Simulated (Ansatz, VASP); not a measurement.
# Cross-check of EuPPt3 between VASP and Ansatz, part 3 of 3

Aim: how closely do two programs agree when they are given the same cell, functional and k mesh?  The cell comes out of the VASP series on this material, whose earlier steps may have relaxed, scaled or displaced it; both programs get it as it stands.

VASP 6.6.1 and Ansatz 0.2.0.

So far. Step 2 (Ansatz: single point, PBEsol, DFT+U): The run ends at a pressure of 9.62 GPa, with forces up to 0.18 eV/Å.

### Step 5. VASP: band structure, PBEsol, DFT+U

Level of this step: PBEsol, DFT+U (Eu f 8 eV, Pt d 4.5 eV), spin-polarised from an antiferromagnetic start; plane waves and PAW (Pt, Eu, P) (VASP).

Levels along a path test the potential and the projectors away from the mesh points.

Contents of INCAR:

```
SYSTEM = EuPPt3
PREC = Accurate
ENCUT = 450
EDIFF = 1E-06
NELM = 150
ISMEAR = -1
SIGMA = 0.05
LREAL = .FALSE.
ALGO = Normal
GGA = PS
NBANDS = 83
ISPIN = 2
MAGMOM = 0 0 0 0 0 0 6.738 -6.738 0 0
LDAU = .TRUE.
LDAUTYPE = 2
LDAUL = 2 3 -1
LDAUU = 4.5 8 0
LDAUJ = 0 0 0
LDAUPRINT = 1
LASPH = .TRUE.
LMAXMIX = 6
AMIX = 0.2
BMIX = 1E-04
AMIX_MAG = 0.8
BMIX_MAG = 1E-04
LORBIT = 11
LWAVE = .FALSE.
LCHARG = .FALSE.
KPAR = 4
```

Contents of POSCAR:

```
EuPPt3
1.0
    5.7060990265      0.0000000000      0.0000000000
    0.0000000000      5.7060990265      0.0000000000
    0.0000000000      0.0000000000      5.2972832776
Pt Eu P
6 2 2
Direct
    0.7500000000      0.2500000000      0.5000000000
    0.7500000000      0.7500000000      0.5000000000
    0.2500000000      0.7500000000      0.5000000000
    0.2500000000      0.2500000000      0.5000000000
    0.5000000000      0.0000000000      0.8605007662
    0.0000000000      0.5000000000      0.1394992338
    0.5000000000      0.5000000000      0.0000000000
    0.0000000000      0.0000000000      0.0000000000
    0.5000000000      0.0000000000      0.2767311861
    0.0000000000      0.5000000000      0.7232688139
```

Contents of KPOINTS:

```
Automatic mesh
0
Gamma
4 4 4
0 0 0
```

Contents of KPOINTS_OPT:

```
Line mode
12
Line-mode
Reciprocal
  0.00000000   0.00000000   0.00000000 GAMMA
  0.00000000   0.50000000   0.00000000 X

  0.00000000   0.50000000   0.00000000 X
  0.50000000   0.50000000   0.00000000 M

  0.50000000   0.50000000   0.00000000 M
  0.00000000   0.00000000   0.00000000 GAMMA

  0.00000000   0.00000000   0.00000000 GAMMA
  0.00000000   0.00000000   0.50000000 Z

  0.00000000   0.00000000   0.50000000 Z
  0.00000000   0.50000000   0.50000000 R

  0.00000000   0.50000000   0.50000000 R
  0.50000000   0.50000000   0.50000000 A

  0.50000000   0.50000000   0.50000000 A
  0.00000000   0.00000000   0.50000000 Z

  0.00000000   0.50000000   0.00000000 X
  0.00000000   0.50000000   0.50000000 R

  0.50000000   0.50000000   0.00000000 M
  0.50000000   0.50000000   0.50000000 A
```

PAW data sets: Pt, Eu and P (PBE family, release 64).

Launch:

```
$ mpirun -np 4 vasp_std
```

Numbers of over 12 decimals in the logs are rounded to 6 here.

Output:

```text
[banner, memory and clock lines left out]
running    4 mpi-ranks, on    1 nodes
[...]
[... a notice as in an earlier step ...]

 LDA part: xc-table for (Slater+PW92), standard interpolation
 POSCAR, INCAR and KPOINTS ok, starting setup
[...]
entering main loop
       N       E                     dE             d eps       ncg     rms          rms(c)
DAV:   1     0.826109691125E+03    0.82611E+03   -0.37046E+04 10169   0.433E+03
DAV:   2     0.965812422484E+02   -0.72953E+03   -0.63023E+03 10763   0.647E+02
DAV:   3    -0.365740257039E+02   -0.13316E+03   -0.12373E+03  9179   0.182E+02
DAV:   4    -0.507929878423E+02   -0.14219E+02   -0.13963E+02 10386   0.522E+01
[...]
DAV:  16    -0.659924258907E+02   -0.21560E-04   -0.20004E-04 11624   0.935E-02    0.702E-02
DAV:  17    -0.659924304404E+02   -0.45497E-05   -0.71042E-05 11160   0.245E-02    0.121E-01
DAV:  18    -0.659924307292E+02   -0.28874E-06   -0.28973E-06  6168   0.869E-03
   1 F= -.65992431E+02 E0= -.65984505E+02  d E =-.158506E-01  mag=    -0.0000
 Start KPOINTS_OPT (optional k-point list driver)
k-point batch [1-18\108]
       N       E                     dE             ncg
DAV:   1     0.184574044083E+05   -0.11394E+04    10179
DAV:   2     0.461579286696E+04   -0.13842E+05    10745
DAV:   3     0.237234444475E+04   -0.22434E+04     9412
DAV:   4     0.215524997039E+04   -0.21709E+03    11006
[...]
DAV:  17     0.209299879374E+04   -0.31634E-05     5376
DAV:  18     0.209299879254E+04   -0.12011E-05     4648
DAV:  19     0.209299879203E+04   -0.50618E-06     4336
[...]
k-point batch [91-108\108]
       N       E                     dE             ncg
DAV:   1     0.185108338842E+05   -0.24577E+05    10149
DAV:   2     0.462712123752E+04   -0.13884E+05    10696
DAV:   3     0.233322937533E+04   -0.22939E+04     9321
DAV:   4     0.210922586260E+04   -0.22400E+03    10776
[...]
DAV:  17     0.204594158308E+04   -0.33221E-05     5024
DAV:  18     0.204594158160E+04   -0.14821E-05     4632
DAV:  19     0.204594158111E+04   -0.48727E-06     4320
```

Parts of OUTCAR (step 5):

```text
  Total        0.0575385      0.0575385      0.1113156      0.0000000      0.0000000      0.0000000
  in kB        0.5344871      0.5344871      1.0340335      0.0000000      0.0000000      0.0000000
  external PRESSURE =       0.7010026 kB  Pullay stress =       0.0000000 kB

 POSITION                                       TOTAL-FORCE (eV/Angst)
 -----------------------------------------------------------------------------------
      4.27957      1.42652      2.64864         0.000000     -0.000000      0.000000
      4.27957      4.27957      2.64864        -0.000000      0.000000     -0.000000
      1.42652      4.27957      2.64864        -0.000000      0.000000      0.000000
      1.42652      1.42652      2.64864         0.000000     -0.000000      0.000000
      2.85305      0.00000      4.55832        -0.000000      0.000000      0.004192
      0.00000      2.85305      0.73897         0.000000      0.000000     -0.004192
      2.85305      2.85305      0.00000        -0.000000      0.000000      0.000000
      0.00000      0.00000      0.00000         0.000000     -0.000000      0.000000
      2.85305      0.00000      1.46592         0.000000      0.000000     -0.000853
      0.00000      2.85305      3.83136         0.000000      0.000000      0.000853
 -----------------------------------------------------------------------------------
    total drift:                                0.000000     -0.000000     -0.000000

  FREE ENERGIE OF THE ION-ELECTRON SYSTEM (eV)
  ---------------------------------------------------
  free  energy   TOTEN  =       -65.9924307292 eV

  energy  without entropy=      -65.9765801700  energy(sigma->0) =      -65.98450545

 magnetization (x)
# of ion       s       p       d       f       tot
--------------------------------------------------
    1        0.000   0.000   0.000   0.000   0.000
    2        0.000   0.000   0.000   0.000   0.000
    3        0.000   0.000   0.000   0.000   0.000
    4        0.000   0.000   0.000   0.000   0.000
    5        0.000   0.000   0.000   0.000   0.000
    6        0.000   0.000   0.000   0.000   0.000
    7       -0.010  -0.100   0.046   6.803   6.738
    8        0.010   0.100  -0.046  -6.803  -6.738
    9        0.000   0.000   0.000   0.000   0.000
   10        0.000   0.000   0.000   0.000   0.000
--------------------------------------------------
tot          0.000   0.000   0.000   0.000   0.000

[... 1 part as in an earlier step ...]

[... 2 further parts left out ...]
[key lines of the parts left out:]
E-fermi :   8.0003
```

The run ends at a pressure of 0.07 GPa, with forces up to 0.0042 eV/Å.

### Step 6. Ansatz: band structure, PBEsol, DFT+U

The same cell, functional, mesh and smearing now go to Ansatz, which takes its cutoff from its data sets.

The cell comes out of the VASP series on this material, whose earlier steps may have relaxed, scaled or displaced it; both programs get it as it stands.

Contents of input.yaml:

```yaml
crystal:
  lattice:
    - [5.7060990265, 0.0, 0.0]
    - [0.0, 5.7060990265, 0.0]
    - [0.0, 0.0, 5.2972832776]
  atoms:
    - { symbol: Pt, position: [0.75, 0.25, 0.5] }
    - { symbol: Pt, position: [0.75, 0.75, 0.5] }
    - { symbol: Pt, position: [0.25, 0.75, 0.5] }
    - { symbol: Pt, position: [0.25, 0.25, 0.5] }
    - { symbol: Pt, position: [0.5, 0.0, 0.8605007662] }
    - { symbol: Pt, position: [0.0, 0.5, 0.1394992338] }
    - { symbol: Eu, position: [0.5, 0.5, 0.0], spin: 6.738 }
    - { symbol: Eu, position: [0.0, 0.0, 0.0], spin: -6.738 }
    - { symbol: P, position: [0.5, 0.0, 0.2767311861] }
    - { symbol: P, position: [0.0, 0.5, 0.7232688139] }
hamiltonian:
  xc: pbesol
  pseudopotentials: { kind: paw }
  hubbard:
    sites:
      - { species: Pt, l: d, u_eff: 4.5 }
      - { species: Eu, l: f, u_eff: 8.0 }
magnetization:
  spin_polarized: true
kpoints:
  mp_grid: { grid: [4, 4, 4] }
  band_path:
    path:
      - [0.0, 0.0, 0.0]
      - [0.0, 0.13636, 0.0]
      - [0.0, 0.31818, 0.0]
      - [0.0, 0.5, 0.0]
      - [0.09091, 0.5, 0.0]
      - [0.27273, 0.5, 0.0]
      - [0.45455, 0.5, 0.0]
      - [0.45455, 0.45455, 0.0]
      - [0.27273, 0.27273, 0.0]
      - [0.09091, 0.09091, 0.0]
      - [0.0, 0.0, 0.0]
      - [0.0, 0.0, 0.18182]
      - [0.0, 0.0, 0.36364]
      - [0.0, 0.0, 0.5]
      - [0.0, 0.13636, 0.5]
      - [0.0, 0.31818, 0.5]
      - [0.0, 0.5, 0.5]
      - [0.09091, 0.5, 0.5]
      - [0.27273, 0.5, 0.5]
      - [0.45455, 0.5, 0.5]
      - [0.45455, 0.45455, 0.5]
      - [0.27273, 0.27273, 0.5]
      - [0.09091, 0.09091, 0.5]
      - [0.0, 0.5, 0.0]
      - [0.0, 0.5, 0.18182]
      - [0.0, 0.5, 0.36364]
      - [0.0, 0.5, 0.5]
      - [0.5, 0.5, 0.13636]
      - [0.5, 0.5, 0.31818]
      - [0.5, 0.5, 0.5]
    npoints: 1
scf:
  occupations: { method: fermi_dirac, width: 0.05 }
  n_extra_bands: 19
output:
  forces: true
  stress: true
  eigenvalues: true
```

Launch:

```
$ ansatz run input.yaml --threads 4 --pin off --max-ram 9216MiB --backend cpu --events-out ev --progress --plain --runs-dir out
```

Output:

```text
[...]
Crystal: 10 atoms, lattice volume = 172.477 Å³
Basis set: ecut = 420 eV, 3365 PW (Γ), exchange–correlation on 80×80×72 points (8 copies of the dense FFT grid, shifted against one another)
Bands: 95, of which v1, the nominal top of the filled ones, is band 76 counted from 1 (75 counted from 0)
Symmetry: 8 space group operations
[...]
k-point 1 ↑: bands = [... 72 lower, 16.7254, 16.7254, 17.1765, 18.1486, 18.2135, 18.7354, 18.7354, 20.1962, ... 15 higher]
  k-point 2 ↑: bands = [... 72 lower, 16.4110, 16.5319, 17.1763, 18.8232, 19.0274, 19.0274, 19.4988, 19.9462, ... 15 higher]
  k-point 17 ↓: bands = [... 72 lower, 16.4802, 16.4900, 16.6182, 16.6351, 16.7035, 20.3103, 20.3933, 20.8611, ... 15 higher]
Occupation matrices written to <dir>
[key lines of the parts left out:]
SCF converged after 11 iterations
Magnetization: -0.0000 μB (76.0000 up, 76.0000 down)
Free energy (F): -93108.742032 eV
Fermi energy:    18.009930 eV
P = ⅓ Tr σ = 9.6211 GPa (96.211 kbar)
```

The job ended after 51 s (4 threads of Arm Neoverse V1, shared host; peak memory 1.3 GiB; 3.3 min of CPU time).

### Step 7. Side by side

Compared:

| quantity | Ansatz | VASP | difference |
| --- | --- | --- | --- |
| pressure (GPa) | 9.62 | 0.07 | +9.55 |
| moment on Eu7 (μB) | 6.85 | 6.74 | +0.11 |
| moment on Eu8 (μB) | -6.85 | -6.74 | -0.11 |

At this near-relaxed geometry the largest component of a force difference is 185 meV/Å. Ansatz's pressure holds a Pulay correction of 0.09 GPa; VASP's holds none.

### Step 8. Results

| Property | Result |
| --- | --- |
| difference in moment on Eu7 (single point, PBEsol, DFT+U) | 0.11 μB |
| difference in moment on Eu7 (band structure, PBEsol, DFT+U) | 0.11 μB |

What this shows: The difference in moment on Eu7 is 0.11 μB (single point, PBEsol, DFT+U). How closely two codes agree says nothing of how well the functional describes the real material.

[Lines on the potential files, build, host, timing and source positions are cut from VASP's logs without a mark.]

[Logs are printed without paths, hosts, clocks, repeated set-up lines and the standing remarks that a program may print on its own settings, such as how far it seeks lower states.]

[Hosts, paths, dates, database ids (printed as entryN), source tags and the programs' standing remarks are cut or masked in the printed files.]
